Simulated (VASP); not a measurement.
Level of theory: PBEsol GGA with spin-orbit coupling, VASP's PBE PAW potentials (set 64) (plane waves; VASP).

A VASP calculation is set up with these files.

### INCAR
```
! general
SYSTEM     = Au
PREC       = Accurate
ENCUT      = 400
LREAL      = .FALSE.
LASPH      = .TRUE.

! electronic loop
EDIFF      = 1E-6
NELM       = 100
ALGO       = Normal
LMAXMIX    = 6

! smearing
ISMEAR     = 0
SIGMA      = 0.05

! functional
GGA        = PS
GGA_COMPAT = .FALSE.

! spin
MAGMOM     = 0 0 0 0 0 0
LSORBIT    = .TRUE.

! output
LWAVE      = .FALSE.
LCHARG     = .FALSE.
```

KPOINTS:
```
Automatic
0
gamma
13 13 7
```

File KPOINTS_OPT:
```
k-points along high-symmetry lines
5
Line-mode
Reciprocal
  0.000000   0.000000   0.000000 ! GAMMA
  0.500000   0.000000   0.000000 ! M

  0.500000   0.000000   0.000000 ! M
  0.333333   0.333333   0.000000 ! K

  0.333333   0.333333   0.000000 ! K
  0.000000   0.000000   0.000000 ! GAMMA

  0.000000   0.000000   0.000000 ! GAMMA
  0.000000   0.000000   0.500000 ! A

  0.000000   0.000000   0.500000 ! A
  0.500000   0.000000   0.500000 ! L

  0.500000   0.000000   0.500000 ! L
  0.333333   0.333333   0.500000 ! H

  0.333333   0.333333   0.500000 ! H
  0.000000   0.000000   0.500000 ! A

  0.500000   0.000000   0.500000 ! L
  0.500000   0.000000   0.000000 ! M

  0.333333   0.333333   0.500000 ! H
  0.333333   0.333333   0.000000 ! K
```

### POSCAR
```
Au
1.0
  2.8682075941   0.0000000000   0.0000000000
 -1.4341037971   2.4839411644   0.0000000000
  0.0000000000   0.0000000000   4.7665714986
Au
2
Cart
 -0.0000014341   1.6559616042   1.1916428747
  1.4341052311   0.8279795602   3.5749286239
```

POTCAR, in this order: Au (PBE.64 set). Program: vasp_ncl.

Task: Estimate the energy per atom (σ→0), pressure, band gap (over mesh and band path).

Result: 
```
Quantity                                                               Value
----------------------------------  ----------------------------------------
energy per atom (σ→0)                                         -4.220 eV/atom
band gap (over mesh and band path)  none (metal, semimetal or under 0.01 eV)
pressure                                                          -10.9 kbar
```

### OSZICAR
```
...
DAV:   7    -0.844738523064E+01    0.50733E-01   -0.17531E-01  5586   0.404E+00    0.421E+00
DAV:   8    -0.844199225852E+01    0.53930E-02   -0.44662E-03  5346   0.575E-01    0.158E+00
DAV:   9    -0.844110964644E+01    0.88261E-03   -0.29692E-03  5442   0.534E-01    0.158E-01
DAV:  10    -0.844111567830E+01   -0.60319E-05   -0.17352E-05  5598   0.395E-02    0.224E-02
DAV:  11    -0.844111880631E+01   -0.31280E-05   -0.78638E-07  4270   0.960E-03    0.931E-03
DAV:  12    -0.844111919203E+01   -0.38572E-06   -0.11693E-07  2904   0.352E-03
   1 F= -.84411192E+01 E0= -.84409359E+01  d E =-.366536E-03  mag=    -0.0000    -0.0000     0.0000
       N       E                     dE             ncg
```

The structure was generated: Au was put into the hcp type (P6_3/mmc), which need not be its known phase. It was relaxed first.
